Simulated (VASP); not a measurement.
Consider the following.

```xyz
2
Lattice="3.2202 0.0000 0.0000 -1.6101 2.7887 0.0000 0.0000 0.0000 5.0889" Properties=species:S:1:pos:R:3 pbc="T T T"
Hf     0.0000     1.8592     1.2722
Hf     1.6101     0.9296     3.8167
```

The numbers are results of PBE GGA, VASP's PBE PAW potentials (set 64) (plane waves; VASP), not measurements. Numerical set-up: 300 eV cut-off, 16×16×9 Γ-centred mesh, Gaussian smearing of 0.14 eV, potentials Hf_pv.

At this cut-off the stress carries a Pulay error, which pulls relaxed volumes low. Unless said otherwise, spin-orbit coupling is left out, though it shifts the bands of the heavy elements here.

Question: What does the run give for the energy per atom (σ→0), pressure, band gap (on the k-mesh) with the smallest direct gap where there is one?

Answer: 
| Property | Value |
|---|---|
| band gap (on the k-mesh) | none (metal, semimetal or under 0.01 eV) |
| energy per atom (σ→0) | -9.919 eV/atom |
| pressure | -2.22 GPa |

Only differences to runs with the same potentials and settings are physical.

The structure comes from a computed database's Hf entry; how it stands against other phases isn't given here. The cell was not relaxed at this level.
